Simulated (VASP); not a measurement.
# BeZn2Se3 (Cmc2_1) in VASP: notebook

Runs on BeZn2Se3. Level: PBE. Tasks: equation of state.

Everything below comes from runs of VASP 6.6.1. Logs are shortened: lines on timing, memory, paths and dates and some standing lists are left out, and cuts for length are marked.

## (1) The structure

Symmetry: Cmc2_1, No. 36, orthorhombic system. The conventional cell has a = 11.747 Å, b = 6.785 Å, c = 6.427 Å, α = 90.00°, β = 90.00°, γ = 90.00°. Be (site symmetry m) is surrounded by 4 Se at 2.25 to 2.28 Å. Zn (site symmetry 1) has 4 Se at 2.48 Å as nearest neighbours. Se (site symmetry 1) has 1 Be at 2.25 Å and 3 Zn at 2.48 Å as nearest neighbours. Se (site symmetry m) has 2 Be at 2.25 to 2.28 Å and 2 Zn at 2.48 Å as nearest neighbours.

The cell was built by a generator and needn't be a form met in nature.

## (2) Equation of state, PBE, 21.34 Å³/atom

File INCAR:

```
PREC = Accurate
ENCUT = 520
EDIFF = 1E-6
ISMEAR = 0
SIGMA = 0.03
LREAL = False
LASPH = True
NELM = 100
ALGO = Normal
ISIF = 4
LWAVE = False
LCHARG = False
GGA = PE
IBRION = 2
NSW = 30
EDIFFG = -0.02
KPAR = 4
```

File KPOINTS:

```
Automatic mesh
0
Gamma
  4 4 4
```

File POSCAR:

```
BeZn2Se3
1.0
    5.8733800000     -3.3922900000      0.0000000000
    5.8733800000      3.3922900000      0.0000000000
    0.0000000000      0.0000000000      6.4265200000
Be Zn Se
2 4 6
Direct
    0.8416970000      0.1583030000      0.0002020000
    0.1583030000      0.8416970000      0.5002020000
    0.4934170000      0.8318020000      0.0034300000
    0.1681980000      0.5065830000      0.0034300000
    0.5065830000      0.1681980000      0.5034300000
    0.8318020000      0.4934170000      0.5034300000
    0.5243990000      0.1649870000      0.8888030000
    0.8350130000      0.4756010000      0.8888030000
    0.1439430000      0.8560570000      0.8550930000
    0.1649870000      0.5243990000      0.3888030000
    0.4756010000      0.8350130000      0.3888030000
    0.8560570000      0.1439430000      0.3550930000
```

Potentials or basis: VASP PAW PBE potentials, release 64 (Be, Zn, Se).

On the command line:

```sh
> cat potpaw_PBE.64/Be/POTCAR potpaw_PBE.64/Zn/POTCAR potpaw_PBE.64/Se/POTCAR > POTCAR
> mpirun -np 4 vasp_std > vasp.out
```

OUTCAR:

```text
PREC = Accurate
   ENCUT = 520
   EDIFF = 1E-6
   ISMEAR = 0
   LREAL = False
   LASPH = True
   NELM = 100
   ISIF = 4
   GGA = PE
   IBRION = 2
   NSW = 30
   EDIFFG = -0.02

 ion  position               nearest neighbor table
   1  0.842  0.158  0.000-   7 2.25   8 2.25   9 2.25  12 2.28
   2  0.158  0.842  0.500-  10 2.25  11 2.25  12 2.25   9 2.28
   3  0.493  0.832  0.003-  11 2.48   8 2.48   9 2.48   7 2.48
   4  0.168  0.507  0.003-  10 2.48   7 2.48   9 2.48   8 2.48
   5  0.507  0.168  0.503-   7 2.48  10 2.48  12 2.48  11 2.48
   6  0.832  0.493  0.503-   8 2.48  11 2.48  12 2.48  10 2.48
   7  0.524  0.165  0.889-   1 2.25   5 2.48   4 2.48   3 2.48
   8  0.835  0.476  0.889-   1 2.25   6 2.48   3 2.48   4 2.48
   9  0.144  0.856  0.855-   1 2.25   2 2.28   3 2.48   4 2.48
  10  0.165  0.524  0.389-   2 2.25   4 2.48   5 2.48   6 2.48
  11  0.476  0.835  0.389-   2 2.25   3 2.48   6 2.48   5 2.48
  12  0.856  0.144  0.355-   2 2.25   1 2.28   5 2.48   6 2.48

  LATTYP: Found a base centered orthorhombic cell.
 ALAT       =     6.7845800000
 B/A-ratio  =     1.7313908893
 C/A-ratio  =     0.9472244413

  Lattice vectors:

 A1 = (  -5.8733800000,  -3.3922900000,   0.0000000000)
 A2 = (   5.8733800000,  -3.3922900000,   0.0000000000)
 A3 = (   0.0000000000,   0.0000000000,   6.4265200000)

Analysis of symmetry for initial positions (statically):
=====================================================================
 Subroutine PRICEL returns:
 Original cell was already a primitive cell.

 Routine SETGRP: Setting up the symmetry group for a
 base centered orthorhombic supercell.

 Subroutine GETGRP returns: Found  4 space group operations
 (whereof  2 operations were pure point group operations)
 out of a pool of  8 trial point group operations.

The static configuration has the point symmetry C_1h.
 The point group associated with its full space group is C_2v.

Analysis of symmetry for dynamics (positions and initial velocities):
=====================================================================
 Subroutine PRICEL returns:
 Original cell was already a primitive cell.

 Routine SETGRP: Setting up the symmetry group for a
 base centered orthorhombic supercell.

 Subroutine GETGRP returns: Found  4 space group operations
 (whereof  2 operations were pure point group operations)
 out of a pool of  8 trial point group operations.

The dynamic configuration has the point symmetry C_1h.
 The point group associated with its full space group is C_2v.

 Subroutine INISYM returns: Found  4 space group operations
 (whereof  2 operations are pure point group operations),
 and found     1 'primitive' translations

----------------------------------------------------------------------------------------

                                     Primitive cell

  volume of cell :     256.0866

  direct lattice vectors                    reciprocal lattice vectors
     5.873380000 -3.392290000  0.000000000     0.085129857 -0.147393059  0.000000000
     5.873380000  3.392290000  0.000000000     0.085129857  0.147393059  0.000000000
     0.000000000  0.000000000  6.426520000     0.000000000  0.000000000  0.155605211

  length of vectors
     6.782641378  6.782641378  6.426520000     0.170211064  0.170211064  0.155605211

  position of ions in fractional coordinates (direct lattice)
     0.841697000  0.158303000  0.000202000
     0.158303000  0.841697000  0.500202000
     0.493417000  0.831802000  0.003430000
     0.168198000  0.506583000  0.003430000
     0.506583000  0.168198000  0.503430000
     0.831802000  0.493417000  0.503430000
     0.524399000  0.164987000  0.888803000
     0.835013000  0.475601000  0.888803000
     0.143943000  0.856057000  0.855093000
     0.164987000  0.524399000  0.388803000
     0.475601000  0.835013000  0.388803000
     0.856057000  0.143943000  0.355093000

  ion indices of the primitive-cell ions
   primitive index   ion index
                 1           1
                 2           2
                 3           3
                 4           4
                 5           5
                 6           6
                 7           7
                 8           8
                 9           9
                10          10
                11          11
                12          12

----------------------------------------------------------------------------------------

 KPOINTS: Automatic mesh

Automatic generation of k-mesh.
 Grid dimensions read from file:
 generate k-points for:    4    4    4

 Generating k-lattice:

  Cartesian coordinates                     Fractional coordinates (reciprocal lattice)
     0.021282464 -0.036848265  0.000000000     0.250000000 -0.000000000  0.000000000
     0.021282464  0.036848265  0.000000000    -0.000000000  0.250000000  0.000000000
     0.000000000  0.000000000  0.038901303     0.000000000  0.000000000  0.250000000

  Length of vectors
     0.042552766  0.042552766  0.038901303

  Shift w.r.t. Gamma in fractional coordinates (k-lattice)
     0.000000000  0.000000000  0.000000000

 Subroutine IBZKPT returns following result:
 ===========================================

 Found     21 irreducible k-points:

 Following reciprocal coordinates:
            Coordinates               Weight
  0.000000  0.000000  0.000000      1.000000
  0.250000 -0.000000  0.000000      4.000000
  0.500000 -0.000000  0.000000      2.000000
  0.250000  0.250000  0.000000      2.000000
  0.500000  0.250000  0.000000      4.000000
 -0.250000  0.250000  0.000000      2.000000
[... 13 lines left out ...]
 -0.250000  0.250000  0.500000      2.000000
  0.500000  0.500000  0.500000      1.000000
   k-points           NKPTS =     21   k-points in BZ     NKDIM =     21   number of bands    NBANDS=     52
   number of dos      NEDOS =    301   number of ions     NIONS =     12
   total plane-waves  NPLWV = 120000
   dimension x,y,z NGX =    50 NGY =   50 NGZ =   48
   dimension x,y,z NGXF=   100 NGYF=  100 NGZF=   96
   ions per type =               2   4   6
   NGX,Y,Z   is equivalent  to a cutoff of  12.26, 12.26, 12.42 a.u.
   NGXF,Y,Z  is equivalent  to a cutoff of  24.51, 24.51, 24.83 a.u.
 SYSTEM =  unknown system
   PREC   = accura    normal or accurate (medium, high low for compatibility)
   ISTART =      0    job   : 0-new  1-cont  2-samecut
   ICHARG =      2    charge: 1-file 2-atom 10-const
   ISPIN  =      1    spin polarized calculation?
   LNONCOLLINEAR =      F non collinear calculations
   LSORBIT =      F    spin-orbit coupling
   LASPH  =      T    aspherical Exc in radial PAW
   ENCUT  =  520.0 eV  38.22 Ry    6.18 a.u.  12.61 12.61 11.95*2*pi/ulx,y,z
   NELM   =    100;   NELMIN=  2; NELMDL= -5     # of ELM steps
   EDIFF  = 0.1E-05   stopping-criterion for ELM
   LREAL  =      F    real-space projection
   EDIFFG = -.2E-01   stopping-criterion for IOM
   NSW    =     30    number of steps for IOM
   IBRION =      2    ionic relax: 0-MD 1-quasi-New 2-CG
   NFREE  =      1    steps in history (QN), initial steepest desc. (CG)
   ISIF   =      4    stress and relaxation
   ISYM   =      2    0-nonsym 1-usesym 2-fastsym
   POTIM  = 0.5000    time-step for ionic-motion
   TEBEG  =    0.0;   TEEND  =   0.0 temperature during run
   PSTRESS=    0.0 pullay stress
   NELECT =      88.0000    total number of electrons
   NUPDOWN=      -1.0000    fix difference up-down
   EMIN   =  10.00;   EMAX   =-10.00  energy-range for DOS
   EFERMI =   0.00;   METHOD = LEGACY
   ISMEAR =     0;   SIGMA  =   0.03  broadening in eV -4-tet -1-fermi 0-gaus
   EFERMI_NEDOS =   21; number of points for ismear=-14 and -15
   IALGO  =     38    algorithm
   IMIX   =      4    mixing-type and parameters
     AMIX     =   0.40;   BMIX     =  1.00
     AMIX_MAG =   1.60;   BMIX_MAG =  1.00
  volume/ion in A,a.u.               =      21.34       144.01
  Fermi-wavevector in a.u.,A,eV,Ry     =   1.146674  2.166900 17.889783  1.314862
  Thomas-Fermi vector in A             =   2.283358
   LORBIT       =      0    0 simple, 1 ext, 2 COOP (PROOUT), +10 PAW based schemes
   GGA     = PE    functional components
   LHFCALC =     F    Hartree Fock is set to
   AEXX    =    0.0000 exact exchange contribution
   IVDW    =     0    specifies the selected vdW correction
   LEPSILON=     F    determine dielectric tensor
   LRPA    =     F    only Hartree local field effects (RPA)
 conjugate gradient relaxation of ions
 non-spin polarized calculation
 Gauss-broadening in eV      SIGMA  =   0.03
  energy-cutoff  :      520.00
  volume of cell :      256.09
 maximum number of plane-waves:      6928
   NGX = 25   NGY = 25   NGZ = 23

 number of electron      87.9999955 magnetization

 Free energy of the ion-electron system (eV)
  ---------------------------------------------------
  ext. energy  EPLUGINS =         0.00000000
  ---------------------------------------------------
  free energy    TOTEN  =       -41.69302072 eV

  energy without entropy =      -41.69302072  energy(sigma->0) =      -41.69302072

 E-fermi :   2.0559     XC(G=0):  -9.2632

 val. band max:        1.9019725567   @ k =   0.0000   0.0000   0.0000
 cond. band min:       3.8718412938   @ k =   0.0000   0.0000   0.0000
 fundamental gap:      1.9698687371
 Fermi energy:         2.0559109736

 k-point     1 :       0.0000    0.0000    0.0000
  band No.  band energies     occupation
      1     -11.3708      2.00000
      2     -10.4821      2.00000
      3     -10.2237      2.00000
      4     -10.2150      2.00000
      5     -10.2140      2.00000
      6     -10.2116      2.00000
[... 44 lines left out ...]
     51       7.3075      0.00000
     52       7.3292      0.00000

 k-point     2 :       0.2500   -0.0000    0.0000
  band No.  band energies     occupation
      1     -11.2417      2.00000
      2     -10.5227      2.00000
      3     -10.3719      2.00000
      4     -10.3506      2.00000
      5     -10.1519      2.00000
      6     -10.1293      2.00000
[... 44 lines left out ...]
     51       6.9654      0.00000
     52       7.2237      0.00000

 k-point     3 :       0.5000   -0.0000    0.0000
  band No.  band energies     occupation
      1     -10.9597      2.00000
      2     -10.8363      2.00000
      3     -10.4393      2.00000
      4     -10.2401      2.00000
      5     -10.1947      2.00000
      6     -10.1497      2.00000
[... 44 lines left out ...]
     51       6.8446      0.00000
     52       7.1908      0.00000
[... 881 lines left out ...]
 k-point    20 :      -0.2500    0.2500    0.5000
  band No.  band energies     occupation
      1     -10.6958      2.00000
      2     -10.6958      2.00000
      3     -10.4005      2.00000
      4     -10.4005      2.00000
      5     -10.3449      2.00000
      6     -10.3449      2.00000
[... 44 lines left out ...]
     51       6.8651      0.00000
     52       6.8686      0.00000

 k-point    21 :       0.5000    0.5000    0.5000
  band No.  band energies     occupation
      1     -10.6690      2.00000
      2     -10.6690      2.00000
      3     -10.4911      2.00000
      4     -10.4911      2.00000
      5     -10.2809      2.00000
      6     -10.2809      2.00000
[... 44 lines left out ...]
     51       6.5858      0.00000
     52       6.5858      0.00000

------------------------ aborting loop because EDIFF is reached ----------------------------------------

  FORCE on cell =-STRESS in cart. coord.  units (eV):
  Direction    XX          YY          ZZ          XY          YZ          ZX
  --------------------------------------------------------------------------------------
  -------------------------------------------------------------------------------------
  Total       -0.0560772     -0.0497460     -0.0589693      0.0000000      0.0000000      0.0000000
  in kB       -0.3508406     -0.3112304     -0.3689347      0.0000000      0.0000000      0.0000000
  external PRESSURE =      -0.3436685 kB  Pullay stress =       0.0000000 kB

 VOLUME and BASIS-vectors are now :
 -----------------------------------------------------------------------------
  energy-cutoff  :      520.00
  volume of cell :      256.09
      direct lattice vectors                 reciprocal lattice vectors
     5.873380000 -3.392290000  0.000000000     0.085129857 -0.147393059  0.000000000
     5.873380000  3.392290000  0.000000000     0.085129857  0.147393059  0.000000000
     0.000000000  0.000000000  6.426520000     0.000000000  0.000000000  0.155605211

 POSITION                                       TOTAL-FORCE (eV/Angst)
 -----------------------------------------------------------------------------------
      5.87338     -2.31827      0.00130        -0.000000      0.003499      0.001555
      5.87338      2.31827      3.21456        -0.000000     -0.003499      0.001555
      7.78351      1.14790      0.02204         0.000830      0.004004      0.000068
      3.96325      1.14790      0.02204        -0.000830      0.004004      0.000068
      3.96325     -1.14790      3.23530        -0.000830     -0.004004      0.000068
      7.78351     -1.14790      3.23530         0.000830     -0.004004      0.000068
      4.04903     -1.21923      5.71191        -0.000140      0.004017     -0.001172
      7.69773     -1.21923      5.71191         0.000140      0.004017     -0.001172
      5.87338      2.41570      5.49527        -0.000000      0.004849      0.000655
      4.04903      1.21923      2.49865        -0.000140     -0.004017     -0.001172
      7.69773      1.21923      2.49865         0.000140     -0.004017     -0.001172
      5.87338     -2.41570      2.28201        -0.000000     -0.004849      0.000655
 -----------------------------------------------------------------------------------
    total drift:                               -0.000000      0.000000     -0.005154

  FREE ENERGIE OF THE ION-ELECTRON SYSTEM (eV)
  ---------------------------------------------------
  free  energy   TOTEN  =       -41.6930207232 eV

  energy  without entropy=      -41.6930207232  energy(sigma->0) =      -41.69302072

 reached required accuracy - stopping structural energy minimisation
```

Run time: 83 s. Hardware: 4 MPI ranks of Intel Xeon Platinum 8375C at 2.90GHz (Ice Lake), shared host; peak memory 0.48 GiB.

Results:

```yaml
Free_energy: -41.6930 eV
Pressure: 0.0 GPa
Largest_force: 0.005 eV/Å
Band_gap_on_the_k_mesh: 1.97 eV, direct
```

(Continued in part 2 of 2.)
